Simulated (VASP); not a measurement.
```
Nb4C3N
1.0
    4.43111     0.00000     0.00000
    0.00000     4.43111     0.00000
    0.00000     0.00000     4.43111
Nb N C
4 1 3
Direct
  0.00000   0.00000   0.00000
  0.50000   0.50000   0.00000
  0.50000   0.00000   0.50000
  0.00000   0.50000   0.50000
  0.50000   0.50000   0.50000
  0.00000   0.00000   0.50000
  0.00000   0.50000   0.00000
  0.50000   0.00000   0.00000
```

Calculation: PBEsol GGA, VASP's PBE PAW potentials (set 64) (plane waves; VASP 6.6.1). Numerical set-up: 520 eV cut-off, 9×9×9 Γ-centred mesh, tetrahedra with Blöchl corrections, potentials Nb_sv N C.

Question: Predict the energy per atom (σ→0), band gap (on the k-mesh) with the smallest direct gap where there is one.

Answer: 
The band gap (on the k-mesh) is none (metal, semimetal or under 0.01 eV) and the energy per atom (σ→0) comes out as -10943 meV/atom.

Only differences to runs with the same potentials and settings are physical.

The structure was generated: Nb4C3N was put into an ordered model structure (Pm-3m), which need not be its known phase. It was relaxed first. The electron count is odd and the run is not spin-polarised, which forces a metal.
